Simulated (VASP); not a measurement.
A convergence study with VASP on NaI (rock salt): one setting is varied, all else stays as given below, so the limit is that of these other settings. Each run relaxes cell and ions from the cell shown. The basis is that of the starting cell, so low cut-offs carry a Pulay error.

```xyz
2
Lattice="0.0000 3.2350 3.2350 3.2350 0.0000 3.2350 3.2350 3.2350 0.0000" Properties=species:S:1:pos:R:3 pbc="T T T"
Na     0.0000     0.0000     0.0000
I      3.2350     3.2350     3.2350
```

Computed with PBE GGA, VASP's PBE PAW potentials (set 64) (plane waves; VASP). The tightest run used: 700 eV cut-off, 6×6×6 Γ-centred mesh, Gaussian smearing of 0.050 eV, potentials Na_pv I.

Unless said otherwise, spin-orbit coupling is left out, though it shifts the bands of the heavy elements here. Gaps are read on the run's mesh, which can miss a band edge.

Task: The settings run are ENCUT = 200; ENCUT = 250; ENCUT = 300; ENCUT = 350; ENCUT = 400; ENCUT = 450; ENCUT = 500; ENCUT = 550; ENCUT = 600; ENCUT = 650; ENCUT = 700. From which on does the relaxed volume stay within 0.1 Å³/atom of the tightest run?

Result: From ENCUT = 500 on: it is off by 0.040 there and by no more than 0.1 in any finer run, while ENCUT = 450 is off by 0.165.
```json
[
 {"setting": "ENCUT = 200", "relaxed volume (Å³/atom)": "28.317", "E (eV/atom)": "-2.7575", "gap on the mesh (eV)": "4.201", "plane waves": "444", "difference judged (Å³/atom)": "6.548"},
 {"setting": "ENCUT = 250", "relaxed volume (Å³/atom)": "32.757", "E (eV/atom)": "-2.6916", "gap on the mesh (eV)": "3.731", "plane waves": "620", "difference judged (Å³/atom)": "2.108"},
 {"setting": "ENCUT = 300", "relaxed volume (Å³/atom)": "34.708", "E (eV/atom)": "-2.6937", "gap on the mesh (eV)": "3.577", "plane waves": "821", "difference judged (Å³/atom)": "0.157"},
 {"setting": "ENCUT = 350", "relaxed volume (Å³/atom)": "34.723", "E (eV/atom)": "-2.6933", "gap on the mesh (eV)": "3.576", "plane waves": "1018", "difference judged (Å³/atom)": "0.142"},
 {"setting": "ENCUT = 400", "relaxed volume (Å³/atom)": "34.597", "E (eV/atom)": "-2.6930", "gap on the mesh (eV)": "3.586", "plane waves": "1247", "difference judged (Å³/atom)": "0.268"},
 {"setting": "ENCUT = 450", "relaxed volume (Å³/atom)": "34.700", "E (eV/atom)": "-2.6933", "gap on the mesh (eV)": "3.579", "plane waves": "1484", "difference judged (Å³/atom)": "0.165"},
 {"setting": "ENCUT = 500", "relaxed volume (Å³/atom)": "34.825", "E (eV/atom)": "-2.6936", "gap on the mesh (eV)": "3.571", "plane waves": "1759", "difference judged (Å³/atom)": "0.040"},
 {"setting": "ENCUT = 550", "relaxed volume (Å³/atom)": "34.869", "E (eV/atom)": "-2.6937", "gap on the mesh (eV)": "3.567", "plane waves": "2012", "difference judged (Å³/atom)": "0.004"},
 {"setting": "ENCUT = 600", "relaxed volume (Å³/atom)": "34.850", "E (eV/atom)": "-2.6937", "gap on the mesh (eV)": "3.569", "plane waves": "2285", "difference judged (Å³/atom)": "0.015"},
 {"setting": "ENCUT = 650", "relaxed volume (Å³/atom)": "34.859", "E (eV/atom)": "-2.6936", "gap on the mesh (eV)": "3.568", "plane waves": "2637", "difference judged (Å³/atom)": "0.006"},
 {"setting": "ENCUT = 700", "relaxed volume (Å³/atom)": "34.865", "E (eV/atom)": "-2.6936", "gap on the mesh (eV)": "3.568", "plane waves": "2884", "difference judged (Å³/atom)": "0.000"}
]
```

Left out are rungs that failed or repeat a setting and relaxations that didn't move; long series are thinned to 24 rows.

The compound is NaI in the rock salt structure.
